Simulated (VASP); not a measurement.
```yaml
crystal:
  lattice:
    - [0.00000, 2.16780, 2.16780]
    - [2.16780, 0.00000, 2.16780]
    - [2.16780, 2.16780, 0.00000]
  atoms:
    - { symbol: Si, position: [0.00000, 0.00000, 0.00000] }
    - { symbol: C, position: [0.25000, 0.25000, 0.25000] }
```

These are PBE GGA, VASP's PBE PAW potentials (set 64) (plane waves; VASP) values and carry that method's errors. Run with 600 eV cut-off, 10×10×10 Γ-centred mesh, Gaussian smearing of 0.050 eV, potentials Si C.

Q: What does the run give for the energy per atom (σ→0), pressure?

A: 
```json
{
  "energy per atom (σ→0)": "-7.525 eV/atom",
  "pressure": "6.65 GPa"
}
```

Total energies compare only between runs with the same potentials, cut-off and functional.

The compound is SiC in the zinc blende structure. This cell was strained or had an atom moved on purpose.
